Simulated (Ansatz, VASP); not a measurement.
# Cross-check of GaMoPd (GaMoPd in the AlB2 type) between VASP and Ansatz, part 2 of 2

Aim: how closely do two programs agree when they are given the same cell, functional and k mesh? The cell is generated by rule, not measured, and may not be a known phase. The cell is taken from a series of runs on this material, whose earlier steps may have relaxed, scaled, displaced or heated it; both programs get it as it stands.

VASP 6.6.1 and Ansatz 0.2.0.

So far: The starting structure; Ansatz: relaxation of cell and atoms, PBE, pair 1; VASP: relaxation of cell and atoms, PBE, pair 1; Comparison.

## 5. VASP: relaxation of cell and atoms, PBE, pair 2

Level of this step: PBE; plane waves and PAW (Mo_sv, Ga_d, Pd); invented cell (VASP).

The relaxed volume is the usual yardstick between codes: in a stiff, nearly cubic crystal its relative difference is about their pressure difference at one cell divided by the bulk modulus.

The input, INCAR:

```
SYSTEM = GaMoPd
PREC = Accurate
ENCUT = 500
EDIFF = 1E-07
NELM = 120
ISMEAR = 1
SIGMA = 0.2
LREAL = .FALSE.
ALGO = Normal
GGA = PE
NBANDS = 24
LASPH = .TRUE.
LORBIT = 11
LWAVE = .FALSE.
LCHARG = .FALSE.
ISIF = 3
IBRION = 2
NSW = 80
EDIFFG = -0.005
GGA_COMPAT = .FALSE.
NELMIN = 4
KPAR = 2
```

The input, POSCAR:

```
GaMoPd
1.0
    4.3684060000      0.0000000000      0.0000000000
   -2.1842030000      3.7831500000      0.0000000000
    0.0000000000      0.0000000000      2.7735830000
Mo Ga Pd
1 1 1
Direct
    0.0000000000      0.0000000000      0.0000000000
    0.3333333333      0.6666666667      0.5000001803
    0.6666666667      0.3333333333      0.5000001803
```

The input, KPOINTS:

```
Automatic mesh
0
Gamma
9 9 9
0 0 0
```

Potentials, in the order of the species: Mo_sv, Ga_d and Pd (PBE family, release 64).

Started as:

```
$ mpirun -np 2 vasp_std
```

Numbers of over 12 decimals in the logs are rounded to 6 here.

The log of the run:

```text
[... set-up lines as in an earlier step ...]
 entering main loop
       N       E                     dE             d eps       ncg     rms          rms(c)
DAV:   1     0.323662502589E+03    0.32366E+03   -0.18030E+04  2992   0.228E+03
DAV:   2     0.617580219953E+00   -0.32304E+03   -0.31452E+03  3200   0.545E+02
DAV:   3    -0.202696056355E+02   -0.20887E+02   -0.20595E+02  3312   0.116E+02
DAV:   4    -0.206211834408E+02   -0.35158E+00   -0.35107E+00  3336   0.164E+01
[...]
DAV:  12    -0.192774542478E+02    0.16519E-04   -0.13572E-04  3208   0.899E-02    0.161E-02
DAV:  13    -0.192774532137E+02    0.10342E-05   -0.70622E-06  3800   0.216E-02    0.462E-03
DAV:  14    -0.192774532092E+02    0.44865E-08   -0.74662E-07  3304   0.736E-03
   1 F= -.19277453E+02 E0= -.19275496E+02  d E =-.192775E+02
[...]
2 F= -.19278152E+02 E0= -.19276423E+02  d E =-.699059E-03
[...]
3 F= -.19278223E+02 E0= -.19276599E+02  d E =-.769492E-03
[...]
4 F= -.19278154E+02 E0= -.19276668E+02  d E =0.682327E-04
[...]
5 F= -.19278283E+02 E0= -.19276716E+02  d E =-.606407E-04
[...]
reached required accuracy - stopping structural energy minimisation
```

From OUTCAR (step 5):

```text
  Total        0.0004830      0.0004830      0.0025308      0.0000000      0.0000000      0.0000000
  in kB        0.0168892      0.0168892      0.0885013      0.0000000      0.0000000      0.0000000
  external PRESSURE =       0.0407599 kB  Pullay stress =       0.0000000 kB

 POSITION                                       TOTAL-FORCE (eV/Angst)
 -----------------------------------------------------------------------------------
      0.00000      0.00000      2.75846        -0.000000      0.000000      0.000000
     -0.00000      2.52845      1.37923        -0.000000     -0.000000      0.000000
      2.18970      1.26422      1.37923         0.000000     -0.000000      0.000000
 -----------------------------------------------------------------------------------
    total drift:                               -0.000005      0.000003     -0.000254

  FREE ENERGIE OF THE ION-ELECTRON SYSTEM (eV)
  ---------------------------------------------------
  free  energy   TOTEN  =       -19.2782833420 eV

  energy  without entropy=      -19.2735810509  energy(sigma->0) =      -19.27671591

[... 1 part as in an earlier step ...]

[... 3 further parts left out ...]
[key lines of the parts left out:]
E-fermi :  10.1982
```

## 6. Ansatz: relaxation of cell and atoms, PBE, pair 2

The same cell, functional, mesh and smearing now go to Ansatz, which takes its cutoff from its data sets.

The cell is taken from a series of runs on this material, whose earlier steps may have relaxed, scaled, displaced or heated it; both programs get it as it stands.

The input, input.yaml:

```yaml
crystal:
  lattice:
    - [4.3684055678, 0.0, 0.0]
    - [-2.1842027839, 3.7831501958, 0.0]
    - [0.0, 0.0, 2.7735834209]
  atoms:
    - { symbol: Mo, position: [0.0, 0.0, 0.0] }
    - { symbol: Ga, position: [0.3333333333, 0.6666666667, 0.5] }
    - { symbol: Pd, position: [0.6666666667, 0.3333333333, 0.5] }
kpoints:
  mp_grid: { grid: [9, 9, 9] }
hamiltonian:
  xc: pbe
  pseudopotentials: { kind: paw, azcp: { folder: soft_1 } }
scf:
  occupations: { method: methfessel_paxton, width: 0.2 }
output:
  forces: true
  stress: true
  eigenvalues: true
relax:
  adjacent_minimum: "off"
  f_tol: 0.001
  max_steps: 60
  cell: { stress_tol: 0.01 }
```

Started as:

```
$ ansatz run input.yaml --threads 4 --pin off --max-ram 12288MiB --backend cpu --events-out ev --progress --plain --runs-dir out
```

The log of the run:

```text
[...]
Crystal: 3 atoms, lattice volume = 45.837 Å³
Basis set: ecut = 420 eV, 915 PW (Γ), exchange–correlation on 60×60×40 points (8 copies of the dense FFT grid, shifted against one another)
Bands: 27, of which v1, the nominal top of the filled ones, is band 23 counted from 1 (22 counted from 0)
Symmetry: 12 space group operations
[...]
k-points: 60 of 729 (time reversal used)
[...]
--- Relaxed structure (4 steps of the walk, 3 accepted, 1 SCFs on fresh bases) ---
[...]
cell:  # Å, volume = 45.7604 Å³
    - [4.375884, 4.151479836634587e-19, 2.726196046262909e-19]
    - [-2.187942, 3.789627, -1.3630980231314593e-19]
    - [1.7309134966134025e-19, 0, 2.759481]
  atoms:
    - { symbol: Mo, position: [0, 0, 0] }
    - { symbol: Ga, position: [0.333333, 0.666667, 0.5] }
    - { symbol: Pd, position: [0.666667, 0.333333, 0.5] }
[key lines of the parts left out:]
SCF converged after 6 iterations
Free energy (F): -15712.213787 eV
Fermi energy:    18.001856 eV
P = ⅓ Tr σ = -0.0001 GPa (-0.001 kbar)
```

## 7. Differences

What differs besides the data sets and the points named for the pairs above, as far as they apply: the data sets hold 45 valence electrons in Ansatz (on its PAW soft_1 files) and 37 in VASP. Total energies have different zeros and are not compared.

Both answers:

| quantity | Ansatz | VASP | difference |
| --- | --- | --- | --- |
| volume (Å³) | 45.76 | 45.82 | -0.12 % |
| edge a after relaxation, in the typed setting (Å) | 4.376 | 4.379 | -0.08 % |
| edge c after relaxation, in the typed setting (Å) | 2.760 | 2.759 | +0.04 % |

## 8. VASP: zone-centre phonons, PBE

Second derivatives magnify differences that forces hide, and they need a tight electronic threshold.

The input, INCAR:

```
SYSTEM = GaMoPd
PREC = Accurate
ENCUT = 500
EDIFF = 1E-08
NELM = 120
ISMEAR = 1
SIGMA = 0.2
LREAL = .FALSE.
ALGO = Normal
GGA = PE
NBANDS = 24
LASPH = .TRUE.
LORBIT = 11
LWAVE = .FALSE.
LCHARG = .FALSE.
ISIF = 2
IBRION = 8
GGA_COMPAT = .FALSE.
KPAR = 2
```

The input, POSCAR:

```
GaMoPd
1.0
    4.3758842090      0.0000000000      0.0000000000
   -2.1879421045      3.7896268891      0.0000000000
    0.0000000000      0.0000000000      2.7594806803
Mo Ga Pd
1 1 1
Direct
    0.0000000000      0.0000000000      0.0000000000
    0.3333333333      0.6666666667      0.5000000000
    0.6666666667      0.3333333333      0.5000000000
```

The input, KPOINTS:

```
Automatic mesh
0
Gamma
4 4 6
0 0 0
```

Started as:

```
$ mpirun -np 2 vasp_std
```

The log of the run:

```text
[... set-up lines as in an earlier step ...]
 entering main loop
       N       E                     dE             d eps       ncg     rms          rms(c)
DAV:   1     0.313961356720E+03    0.31396E+03   -0.18092E+04   808   0.227E+03
DAV:   2     0.509986714505E-01   -0.31391E+03   -0.30628E+03   840   0.540E+02
DAV:   3    -0.203087351977E+02   -0.20360E+02   -0.19995E+02   896   0.114E+02
DAV:   4    -0.206323033564E+02   -0.32357E+00   -0.32335E+00   864   0.158E+01
[...]
DAV:  14    -0.192820595098E+02    0.22933E-06   -0.23995E-06   824   0.130E-02    0.280E-03
DAV:  15    -0.192820593366E+02    0.17324E-06   -0.32535E-07   760   0.454E-03    0.715E-04
DAV:  16    -0.192820593403E+02   -0.36707E-08   -0.15848E-08   544   0.118E-03
   1 F= -.19282059E+02 E0= -.19282188E+02  d E =0.384947E-03
 Linear response reoptimize wavefunctions to high precision
DAV:   1    -0.192820593351E+02    0.51532E-08   -0.33757E-09   576   0.479E-04
DAV:   2    -0.192820593351E+02    0.29104E-10   -0.46216E-10   392   0.213E-04
 Linear response DOF=           6
 Linear response progress:
[...]
RMM:  13    -0.261969193117E+00   -0.53758E-07    0.28051E-08  4251   0.111E-05    0.222E-06
RMM:  14    -0.261969206012E+00   -0.12894E-07    0.38909E-09  3874   0.383E-06    0.777E-07
RMM:  15    -0.261969214660E+00   -0.86487E-08    0.20229E-09  3111   0.201E-06    0.167E-07
 first order change of Fermi-energy   0.22577E-03
 force on displaced ion       3 direction 1 : -10.501   0.003   0.000
 Linear response progress:
  Degree of freedom:   6/  6
       N       E                     dE             d eps       ncg     rms          rms(c)
RMM:   1    -0.246878879197E+00   -0.24688E+00   -0.26165E-01  1652   0.237E+00
RMM:   2    -0.244386744890E+00    0.24921E-02   -0.23801E-02  1633   0.616E-01    0.115E-01
RMM:   3    -0.244029384816E+00    0.35736E-03   -0.64421E-04  1652   0.124E-01    0.674E-02
RMM:   4    -0.243897254820E+00    0.13213E-03   -0.73853E-04  1586   0.112E-01    0.213E-02
[...]
RMM:  13    -0.243727050517E+00   -0.44366E-07    0.42233E-09  1813   0.765E-06    0.174E-06
RMM:  14    -0.243727034662E+00    0.15855E-07    0.12855E-08  1557   0.323E-06    0.412E-07
RMM:  15    -0.243727031818E+00    0.28437E-08   -0.22054E-09  1213   0.177E-06    0.871E-08
 first order change of Fermi-energy   0.47618E-03
 force on displaced ion       3 direction 3 :  -0.000  -0.000  -2.380
 Linear response finished
```

OUTCAR, selected parts (step 8):

```text
  Total        0.1251885      0.1251885     -0.0843252      0.0000000      0.0000000      0.0000000
  in kB        4.3831396      4.3831396     -2.9524220      0.0000000      0.0000000      0.0000000
  external PRESSURE =       1.9379524 kB  Pullay stress =       0.0000000 kB

 POSITION                                       TOTAL-FORCE (eV/Angst)
 -----------------------------------------------------------------------------------
      0.00000      0.00000      0.00000         0.000000      0.000000      0.000000
     -0.00000      2.52642      1.37974        -0.000000      0.000000      0.000000
      2.18794      1.26321      1.37974         0.000000      0.000000      0.000000
 -----------------------------------------------------------------------------------
    total drift:                               -0.000005      0.000003     -0.000000

[... 2 further parts left out ...]
```

The k-mesh is coarse for a metal.

## 9. Ansatz: zone-centre phonons, PBE

The same cell, functional, mesh and smearing now go to Ansatz, which takes its cutoff from its data sets.

The cell is taken from a series of runs on this material, whose earlier steps may have relaxed, scaled, displaced or heated it; both programs get it as it stands.

The input, input.yaml:

```yaml
crystal:
  lattice:
    - [4.375884209, 0.0, 0.0]
    - [-2.1879421045, 3.7896268891, 0.0]
    - [0.0, 0.0, 2.7594806803]
  atoms:
    - { symbol: Mo, position: [0.0, 0.0, 0.0] }
    - { symbol: Ga, position: [0.3333333333, 0.6666666667, 0.5] }
    - { symbol: Pd, position: [0.6666666667, 0.3333333333, 0.5] }
kpoints:
  mp_grid: { grid: [4, 4, 6] }
hamiltonian:
  xc: pbe
  pseudopotentials: { kind: paw, azcp: { folder: soft_1 } }
scf:
  occupations: { method: methfessel_paxton, width: 0.2 }
output:
  eigenvalues: true
phonons:
  method: dfpt
  qmesh: [2, 2, 2]
  temperatures: { t_max: 1000, t_step: 50 }
  qpath:
    path:
      - [[0.0, 0.0, 0.0], [0.5, 0.0, 0.0], [0.33333333, 0.33333333, 0.0], [0.0, 0.0, 0.0], [0.0, 0.0, 0.5], [0.5, 0.0, 0.5], [0.33333333, 0.33333333, 0.5], [0.0, 0.0, 0.5]]
      - [[0.5, 0.0, 0.5], [0.5, 0.0, 0.0]]
      - [[0.33333333, 0.33333333, 0.5], [0.33333333, 0.33333333, 0.0]]
    npoints: 10
```

Started as:

```
$ ansatz run input.yaml --threads 4 --pin off --max-ram 12288MiB --backend cpu --events-out ev --progress --plain --runs-dir out
```

The log of the run:

```text
[...]
Crystal: 3 atoms, lattice volume = 45.760 Å³
Basis set: ecut = 420 eV, 915 PW (Γ), exchange–correlation on 60×60×40 points (8 copies of the dense FFT grid, shifted against one another)
Bands: 27, of which v1, the nominal top of the filled ones, is band 23 counted from 1 (22 counted from 0)
Symmetry: 12 space group operations
k-points: 16 of 96 (time reversal used)
[...]
largest difference from the sums on the solved wave vectors: F 6.46e-2 eV, S 9.68e-5 and C_V 3.23e-5 eV/K
  zero-point energy: 0.082733 eV/cell   skipped modes (ω ≤ 0): 3   left out of the sums: 5.92e-5 of the cell's modes: C_V's classical limit lies that fraction below 3 k_B per atom; for a crystal, a wire or a layer, F and S can be off by more, and a phonons.interpolated_qmesh denser along its periods is the remedy for the sampling
[key lines of the parts left out:]
SCF converged after 12 iterations
Free energy (F): -15712.217709 eV
Fermi energy:    17.997109 eV
```

## 10. Comparison

What differs besides the data sets and the points named for the pairs above, as far as they apply: VASP's run holds the zone centre alone; the data sets hold 45 valence electrons in Ansatz (on its PAW soft_1 files) and 37 in VASP. Total energies have different zeros and are not compared.

The two programs side by side:

| quantity | Ansatz | VASP | difference |
| --- | --- | --- | --- |
| optical mode 1 (cm⁻¹) | 70.0 | 69.6 | +0.60 % |
| optical mode 2 (cm⁻¹) | 138.6 | 138.8 | -0.14 % |
| optical mode 3 to 4 (cm⁻¹) | 167.7 | 168.3 | -0.35 % |
| optical mode 5 to 6 (cm⁻¹) | 236.0 | 237.2 | -0.51 % |

Modes are paired by rising frequency, not by their patterns, so a pair may set unlike modes beside each other; they are those without the splitting of longitudinal modes.

## 11. Outcome

| Quantity | Value |
| --- | --- |
| difference in volume (relaxation of cell and atoms, PBE, pair 1) | -0.11 % |
| difference in volume (relaxation of cell and atoms, PBE, pair 2) | -0.12 % |
| r.m.s. difference of the optical zone-centre modes, each program's sorted by frequency (zone-centre phonons, PBE) | 0.79 cm⁻¹ |
| difference in optical mode 1 (zone-centre phonons, PBE) | +0.6 % |

**Reading.** The difference in volume is -0.12 % (relaxation of cell and atoms, PBE, pair 2), within the 1.2 % picked in this series as the mark of a large difference, as far as the stopping tolerances let one tell. The data sets hold unlike numbers of valence electrons (45 in Ansatz and 37 in VASP), so part of the differences comes from the potentials. Among the rows given in per cent, the largest difference of the zone-centre phonons, PBE pair is in optical mode 1, +0.6 %. 1 further run of this series is not shown here. How closely two codes agree says nothing of how well the functional describes the real material.

[Lines on the potential files, build, host, timing and source positions are cut from VASP's logs without a mark.]

[Logs are printed without paths, hosts, clocks, repeated set-up lines and the standing remarks that a program may print on its own settings, such as how far it seeks lower states.]

[Hosts, paths, dates, database ids (printed as entryN), source tags and the programs' standing remarks are cut or masked in the printed files.]
